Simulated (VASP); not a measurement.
VASP input:

### KPOINTS
```
Automatic mesh
0
Gamma
11 11 11
0 0 0
```

POSCAR:
```
Pd
1
    2.5448900000     0.0000000000     0.0000000000
    0.0000000000     2.5448900000     0.0000000000
    0.0000000000     0.0000000000     2.5448900000
Pd
1
Direct
  0.0000000000   0.0000000000   0.0000000000
```

INCAR:
```
SYSTEM = Pd
PREC = Accurate
ENCUT = 400
EDIFF = 1E-6
NELM = 100
ALGO = Normal
LREAL = .FALSE.
LASPH = .TRUE.
ISMEAR = 1
SIGMA = 0.1
GGA = PE
LMAXMIX = 4
LWAVE = .FALSE.
LCHARG = .FALSE.
ISIF = 2
NBANDS = 3
```

POTCAR, in this order: Pd (PBE.64 set). Program: vasp_std.

The run wrote:

### standard output
```
 POSCAR found type information on POSCAR Pd
 POSCAR found :  1 types and       1 ions
 Reading from existing POTCAR
 Reading from existing POTCAR
 LDA part: xc-table for (Slater+PW92), standard interpolation

 -----------------------------------------------------------------------------
|                                                                             |
|     EEEEEEE  RRRRRR   RRRRRR   OOOOOOO  RRRRRR      ###     ###     ###     |
|     E        R     R  R     R  O     O  R     R     ###     ###     ###     |
|     E        R     R  R     R  O     O  R     R     ###     ###     ###     |
|     EEEEE    RRRRRR   RRRRRR   O     O  RRRRRR       #       #       #      |
|     E        R   R    R   R    O     O  R   R                               |
|     E        R    R   R    R   O     O  R    R      ###     ###     ###     |
|     EEEEEEE  R     R  R     R  OOOOOOO  R     R     ###     ###     ###     |
|                                                                             |
|     The number of bands is not sufficient to hold all electrons. I am       |
|     sorry, but this calculation does not make sense. If you want to         |
|     calculate only selected states, you need to set either EFERMI or        |
|     EREF. EREF specifies around which energy states are supposed to be      |
|     calculated.                                                             |
|     I found NBANDS = 3, NELECT = 10.                                        |
|                                                                             |
|       ---->  I REFUSE TO CONTINUE WITH THIS SICK JOB ... BYE!!! <----       |
|                                                                             |
 -----------------------------------------------------------------------------
```

Problem. Read input and log: which fault does this run have?
A) Methfessel-Paxton smearing was used on a material with a gap
B) molecular dynamics (IBRION = 0) was asked for without POTIM
C) NBANDS is too small to hold all electrons
D) a hybrid functional was run with ALGO = VeryFast

Solution. C, NBANDS is too small to hold all electrons. VASP stops with an error: The number of bands is not sufficient to hold all electrons. I am sorry, but this calculation does not make sense. If you want to calculate only selected states, you need to set either EFERMI or EREF. EREF specifies around which energy states are supposed to be calculated. I found NBANDS = 3, NELECT = 10. ----> I REFUSE TO CONTINUE WITH THIS SICK JOB ... BYE!!! <----

To mend it, remove NBANDS.

The mended run (PBE GGA, plane waves, VASP's PBE PAW potentials (set 64)) converges, and its OSZICAR ends with
```
   1 F= -.46554033E+01 E0= -.46553073E+01  d E =-.288162E-03
```

The structure was generated: Pd was put into the simple-cubic type (Pm-3m), which need not be its known phase. The cell was not relaxed at this level.
